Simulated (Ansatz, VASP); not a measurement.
## Cross-check of PtSe2 between VASP and Ansatz

Wanted: the spread between two codes on one cell, functional and k mesh. The start cell is built, not measured: As first built, before any earlier steps moved the atoms: it takes the PtS2 structure with some of its atoms replaced by other elements, volume scaled by an estimate. The cell comes out of the VASP series on this material, whose earlier steps may have relaxed, scaled or displaced it; both programs get it as it stands.

Calculated with Ansatz 0.2.0; plane waves, with VASP 6.6.1 beside it; relaxation of cell and atoms at RPBE.

## 1. Starting point

It takes space group P-3m1 (No. 164, trigonal). Conventional cell: a = 3.779 Å, b = 3.779 Å, c = 7.445 Å, α = 90.00°, β = 90.00°, γ = 120.00°. Nearest to Pt lie 6 Se at 2.54 Å. Nearest to Se lie 3 Pt at 2.54 Å. As first built, before any earlier steps moved the atoms: sites of the PtS2 structure (space group 164) filled with other elements, volume scaled by an estimate. Farther neighbours and most contacts between anions are not listed.

## 2. VASP: relaxation of cell and atoms, RPBE

The relaxed volume is the usual yardstick between codes: its relative difference is about their pressure difference at one cell divided by the bulk modulus.

Lines of VASP's logs that name or quote its potential files are left out, and so is its time.

Input file INCAR:

```
SYSTEM = PtSe2
PREC = Accurate
ENCUT = 400
EDIFF = 1E-06
NELM = 100
ISMEAR = 0
SIGMA = 0.05
LREAL = .FALSE.
ALGO = Normal
GGA = RP
NBANDS = 17
LORBIT = 11
LWAVE = .FALSE.
LCHARG = .FALSE.
IBRION = 2
NSW = 60
ISIF = 3
EDIFFG = -0.01
```

Input file POSCAR:

```
PtSe2
1.0
    3.7790759213      0.0000000000      0.0000000000
   -1.8895379607      3.2727755983      0.0000000000
    0.0000000000      0.0000000000      7.4447381518
Pt Se
1 2
Direct
    0.0000000000      0.0000000000      0.0000000000
    0.3333333300      0.6666666700      0.1755799953
    0.6666666700      0.3333333300      0.8244200047
```

Input file KPOINTS:

```
Automatic mesh
0
Gamma
6 6 3
0 0 0
```

PAW data sets: Pt and Se (PBE family, release 64).

On the command line:

```
$ mpirun -np 1 vasp_std
```

Numbers of over 12 decimals in the logs are rounded to 6 here.

The log of the run:

```text
[banner, memory and clock lines left out]
running    1 mpi-ranks, on    1 nodes
 distrk:  each k-point on    1 cores,    1 groups
 distr:  one band on    1 cores,    1 groups

 POSCAR found type information on POSCAR PtSe
 POSCAR found :  2 types and       3 ions
|                                                                             |
|               ----> ADVICE to this user running VASP <----                  |
|                                                                             |
|     You enforced a specific xc type in the INCAR file but a different       |
|     [... a line on the potential file left out ...]
|     I HOPE YOU KNOW WHAT YOU ARE DOING!                                     |
|                                                                             |

 LDA part: xc-table for (Slater+PW92), standard interpolation
 POSCAR, INCAR and KPOINTS ok, starting setup
 FFT: planning ... GRIDC
 FFT: planning ... GRID_SOFT
 FFT: planning ... GRID
 WAVECAR not read
 entering main loop
       N       E                     dE             d eps       ncg     rms          rms(c)
DAV:   1     0.105105156746E+03    0.10511E+03   -0.81226E+03   586   0.866E+02
DAV:   2    -0.829091480097E+01   -0.11340E+03   -0.11012E+03   737   0.187E+02
DAV:   3    -0.138256875215E+02   -0.55348E+01   -0.55051E+01   738   0.446E+01
DAV:   4    -0.138816671836E+02   -0.55980E-01   -0.55960E-01   737   0.482E+00
DAV:   5    -0.138826430065E+02   -0.97582E-03   -0.97570E-03   760   0.600E-01    0.114E+01
DAV:   6    -0.133062338608E+02    0.57641E+00   -0.43197E+00   591   0.193E+01    0.667E+00
DAV:   7    -0.131055460254E+02    0.20069E+00   -0.88883E-01   595   0.922E+00    0.337E+00
DAV:   8    -0.130940858306E+02    0.11460E-01   -0.64084E-02   690   0.171E+00    0.741E-01
DAV:   9    -0.130910438396E+02    0.30420E-02   -0.11250E-02   678   0.103E+00    0.201E-01
DAV:  10    -0.130914225555E+02   -0.37872E-03   -0.26616E-03   680   0.301E-01    0.658E-02
DAV:  11    -0.130914306062E+02   -0.80507E-05   -0.90038E-05   679   0.825E-02    0.354E-02
DAV:  12    -0.130914325133E+02   -0.19072E-05   -0.46360E-05   630   0.526E-02    0.440E-03
DAV:  13    -0.130914331068E+02   -0.59348E-06   -0.37494E-06   709   0.126E-02
   1 F= -.13091433E+02 E0= -.13091433E+02  d E =-.130914E+02
[... from here on, the cycles between the ionic steps are left out ...]
   2 F= -.13091435E+02 E0= -.13091435E+02  d E =-.197058E-05
   3 F= -.13091443E+02 E0= -.13091443E+02  d E =-.102869E-04
   4 F= -.13091444E+02 E0= -.13091444E+02  d E =-.103949E-04
   5 F= -.13091441E+02 E0= -.13091441E+02  d E =-.754674E-05
   6 F= -.13091443E+02 E0= -.13091443E+02  d E =-.965320E-05
   7 F= -.13091443E+02 E0= -.13091443E+02  d E =-.996069E-05
   8 F= -.13091465E+02 E0= -.13091465E+02  d E =-.220712E-04
   9 F= -.13091528E+02 E0= -.13091528E+02  d E =-.846629E-04
 curvature:  -4.75 expect dE=-0.121E-03 dE for cont linesearch -0.622E-04
 ZBRENT: increasing intervall
 opt :   9.2164  next Energy=   -13.091642 (dE=-0.199E-03)
 bond charge predicted
       N       E                     dE             d eps       ncg     rms          rms(c)
DAV:   1    -0.130939722868E+02   -0.24443E-02   -0.94788E-02   586   0.201E+00    0.295E-01
DAV:   2    -0.130922336706E+02    0.17386E-02   -0.10575E-02   580   0.978E-01    0.143E-01
DAV:   3    -0.130918003797E+02    0.43329E-03   -0.75225E-04   628   0.282E-01    0.551E-02
DAV:   4    -0.130916540515E+02    0.14633E-03   -0.70287E-04   656   0.134E-01    0.272E-02
DAV:   5    -0.130916480045E+02    0.60470E-05   -0.24834E-05   623   0.345E-02    0.165E-02
DAV:   6    -0.130916412372E+02    0.67673E-05   -0.12170E-05   646   0.245E-02    0.418E-03
DAV:   7    -0.130916401031E+02    0.11342E-05   -0.12888E-06   549   0.936E-03    0.163E-03
DAV:   8    -0.130916398829E+02    0.22017E-06   -0.44925E-07   463   0.519E-03
  10 F= -.13091640E+02 E0= -.13091640E+02  d E =-.196815E-03
 curvature:  -8.72 expect dE=-0.202E-03 dE for cont linesearch -0.857E-04
 trial: gam=-0.01326 g(F)=  0.836E-05 g(S)=  0.148E-04 ort = 0.197E-04 (trialstep = 0.258E+01)
 search vector abs. value=  0.226E-04
 reached required accuracy - stopping structural energy minimisation
```

Parts of OUTCAR (step 2):

```text
ion  position               nearest neighbor table
   1  0.000  0.000  0.000-   2 2.54   3 2.54   3 2.54   2 2.54   3 2.54   2 2.54
   2  0.333  0.667  0.176-   1 2.54   1 2.54   1 2.54
   3  0.667  0.333  0.824-   1 2.54   1 2.54   1 2.54

  LATTYP: Found a hexagonal cell.
 ALAT       =     3.7790759213
 C/A-ratio  =     1.9699890415

 Subroutine GETGRP returns: Found 12 space group operations
 (whereof 12 operations were pure point group operations)

The static configuration has the point symmetry D_3d.

 Found     17 irreducible k-points:

   k-points           NKPTS =     17   k-points in BZ     NKDIM =     17   number of bands    NBANDS=     17

   dimension x,y,z NGX =    28 NGY =   28 NGZ =   50
   dimension x,y,z NGXF=    56 NGYF=   56 NGZF=  100

   ENCUT  =  400.0 eV  29.40 Ry    5.42 a.u.   6.16  6.16 12.14*2*pi/ulx,y,z

   NELECT =      22.0000    total number of electrons

 k-points in reciprocal lattice and weights: Automatic mesh
   0.00000000  0.00000000  0.00000000       0.009
   0.16666667  0.00000000  0.00000000       0.056
   0.33333333 -0.00000000  0.00000000       0.056
   0.50000000  0.00000000  0.00000000       0.028
   0.16666667  0.16666667  0.00000000       0.056
   0.33333333  0.16666667  0.00000000       0.111
   0.33333333  0.33333333  0.00000000       0.019
   0.00000000  0.00000000  0.33333333       0.019
   0.16666667  0.00000000  0.33333333       0.056
[...]
-0.16666667  0.50000000  0.33333333       0.111
   0.33333333  0.33333333  0.33333333       0.037

 average (electrostatic) potential at core
       1 -72.4451       2 -56.5185       3 -56.5185

 E-fermi :   1.9814

 k-point     1 :       0.0000    0.0000    0.0000
  band No.  band energies     occupation
    ...
      7      -1.0526      2.00000
      8       0.4399      2.00000
      9       1.3598      2.00000
     10       1.6039      2.00000
     11       1.6039      2.00000
     12       4.4892      0.00000
     13       4.4892      0.00000
     14       5.9750      0.00000
     15       7.2272      0.00000
     16       9.5868      0.00000
    ...

 k-point     2 :       0.1667    0.0000    0.0000
  band No.  band energies     occupation
    ...
      7      -1.2185      2.00000
      8      -0.2232      2.00000
      9       1.3978      2.00000
     10       1.5297      2.00000
     11       1.6754      2.00000
     12       3.3014      0.00000
     13       4.2063      0.00000
     14       7.0355      0.00000
     15       7.9207      0.00000
     16       9.0167      0.00000
    ...

 k-point     3 :       0.3333   -0.0000    0.0000
  band No.  band energies     occupation
    ...
      7      -1.1754      2.00000
      8      -0.5273      2.00000
      9       0.3493      2.00000
     10       0.7880      2.00000
     11       1.1215      2.00000
     12       3.4361      0.00000
     13       4.1789      0.00000
     14       6.7467      0.00000
     15       8.2682      0.00000
     16       9.3654      0.00000
    ...

  Total       -0.0195500     -0.0195500      0.0124314      0.0000000     -0.0000000     -0.0000000
  in kB       -0.3381683     -0.3381682      0.2150325      0.0000000     -0.0000000     -0.0000000
  external PRESSURE =      -0.1537680 kB  Pullay stress =       0.0000000 kB

  energy-cutoff  :      400.00
  volume of cell :       92.62
      direct lattice vectors                 reciprocal lattice vectors
     3.780539977 -0.000000000  0.000000000     0.264512479  0.152716358 -0.000000000
    -1.890269989  3.274043508 -0.000000000     0.000000000  0.305432716 -0.000000000
     0.000000000  0.000000000  7.483198664    -0.000000000  0.000000000  0.133632694

 POSITION                                       TOTAL-FORCE (eV/Angst)
 -----------------------------------------------------------------------------------
      3.78054     -0.00000      7.48320         0.000000      0.000000      0.000000
     -0.00000      2.18270      1.30697        -0.000000      0.000000     -0.009310
      1.89027      1.09135      6.17622         0.000000     -0.000000      0.009310
 -----------------------------------------------------------------------------------
    total drift:                                0.000000      0.000000      0.000000

  FREE ENERGIE OF THE ION-ELECTRON SYSTEM (eV)
  ---------------------------------------------------
  free  energy   TOTEN  =       -13.0916398829 eV

  energy  without entropy=      -13.0916398829  energy(sigma->0) =      -13.09163988

 reached required accuracy - stopping structural energy minimisation

 total charge
# of ion       s       p       d       tot
------------------------------------------
    1        0.661   0.661   7.972   9.294
    2        1.476   2.238   0.052   3.766
    3        1.476   2.238   0.052   3.766
--------------------------------------------------
tot          3.614   5.137   8.076  16.826

[... 3 further parts left out ...]
```

CONTCAR:

```
PtSe2
   1.00000000000000
     3.7805399773517481   -0.0000000000000220    0.0000000000000003
    -1.8902699887259125    3.2740435078566623   -0.0000000000000002
     0.0000000000000001    0.0000000000000000    7.4831986639691532
  Pt              Se
     1     2
Direct
     1.0000000000000000    0.0000000000000000    1.0000000000000000
     0.3333333300000021    0.6666666699999979    0.1746544516984830
     0.6666666699999979    0.3333333300000021    0.8253455483015170
```

The bonds form layers, held to each other by dispersion, which RPBE lacks, so the spacing between them is unreliable. The run keeps the 12 symmetry operations of its start, so it cannot find a distortion of lower symmetry.

[end of part 1 of 2]

[Lines on the potential files, build, host, timing and source positions are cut from VASP's logs without a mark.]

[Logs are printed without paths, hosts, clocks, repeated set-up lines and the standing remarks that a program may print on its own settings, such as how far it seeks lower states.]

[Hosts, paths, dates, database ids (printed as entryN), source tags and the programs' standing remarks are cut or masked in the printed files.]
